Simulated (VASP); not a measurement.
These are LDA (Ceperley-Alder, Perdew-Zunger), VASP's LDA PAW potentials (set 64) (plane waves; VASP) values and carry that method's errors.

The input files of a VASP run:

### POSCAR
```
TiC
1
    0.0000000000     2.0878700604     2.0878700604
    2.0878700604     0.0000000000     2.0878700604
    2.0878700604     2.0878700604     0.0000000000
Ti C
1 1
Direct
  0.0000000000   0.0000000000   0.0000000000
  0.5000000000   0.5000000000   0.5000000000
```

File KPOINTS:
```
Automatic mesh
0
Gamma
15 15 15
0 0 0
```

INCAR:
```
SYSTEM = TiC
PREC = Accurate
ENCUT = 620
EDIFF = 1E-6
NELM = 100
ALGO = Normal
LREAL = .FALSE.
LASPH = .TRUE.
ISMEAR = 1
SIGMA = 0.1
LMAXMIX = 4
LWAVE = .FALSE.
LCHARG = .FALSE.
IBRION = 2
ISIF = 3
NSW = 40
EDIFFG = -0.02
PSTRESS = 300
```

POTCAR, in this order: Ti_sv C (LDA.64 set). Program: vasp_std.

Question: What will the output report for the number of irreducible k-points (NKPTS), largest plane-wave count, number of space-group operations, FFT grid (NGX, NGY, NGZ)?

Answer: 
```json
{
 "number of irreducible k-points (NKPTS)": "120",
 "largest_plane_wave_count": "650",
 "number_of_space_group_operations": "48",
 "FFT grid (NGX, NGY, NGZ)": "24 × 24 × 24"
}
```

The compound is TiC in the rock salt structure. This run relaxes it under an external pressure of 30 GPa. Symmetry was kept, so distortions that lower it aren't found.
